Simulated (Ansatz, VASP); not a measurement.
Si4Te: VASP beside Ansatz

File INCAR:

```
SYSTEM = Si4Te
  PREC = Accurate
  ENCUT = 520
  EDIFF = 1E-7
  ISMEAR = 0
  SIGMA = 0.1
  LREAL = .False.
  LASPH = .True.
  NELM = 60
  ALGO = Normal
  ISIF = 2
  LWAVE = .False.
  LCHARG = .False.
  GGA = PE
  NBANDS = 19
```

KPOINTS

```
Automatic mesh
0
Gamma
  4 4 4
  0 0 0
```

File POSCAR:

```
Si4Te
1.0
    4.7544193300      0.0000000000      0.0000000000
    0.0000000000      4.7544193300      0.0000000000
    0.0000000000      0.0000000000      4.7544193300
Si Te
4 1
Direct
    0.5000000000      0.0000000000      0.0000000000
    0.0000000000      0.5000000000      0.0000000000
    0.0000000000      0.0000000000      0.5000000000
    0.5000000000      0.5000000000      0.5000000000
    0.0000000000      0.0000000000      0.0000000000
```

Input for Ansatz:

```yaml
crystal:
  lattice:
    - [4.75441933, 0.0, 0.0]
    - [0.0, 4.75441933, 0.0]
    - [0.0, 0.0, 4.75441933]
  atoms:
    - { symbol: Si, position: [0.5, 0.0, 0.0] }
    - { symbol: Si, position: [0.0, 0.5, 0.0] }
    - { symbol: Si, position: [0.0, 0.0, 0.5] }
    - { symbol: Si, position: [0.5, 0.5, 0.5] }
    - { symbol: Te, position: [0.0, 0.0, 0.0] }
basis:
  ecutwfc: 420
kpoints:
  mp_grid: { grid: [4, 4, 4] }
hamiltonian:
  xc: pbe
scf:
  occupations: { method: gaussian, width: 0.1 }
  lower_state_search: "off"
output:
  forces: true
  stress: true
  eigenvalues: true
```

Alike in both runs: task single point; functional PBE; k mesh 4 × 4 × 4; occupations gaussian, width 0.1 eV; no spin polarisation.

|  | VASP | Ansatz |
| --- | --- | --- |
| version | VASP 6.6.1 | Ansatz 0.2.0 |
| potentials or method | VASP PAW PBE potentials, release 64 (Si, Te) | scalar-relativistic, plane waves, PAW |
| plane-wave cutoff (eV) | 520 | 420 |
| valence electrons in the cell | 22 | 32 |

```csv
,VASP,Ansatz,Ansatz less VASP
gap on the k mesh at the Fermi level (eV),none,none,-
pressure (GPa),13.4,13.1,-0.32
```

A gap of «none» marks a metal or a gap that the smearing closes. The two sets of potentials don't hold the same shells in valence.

Spin-orbit coupling is left out, which matters for the levels of Te.
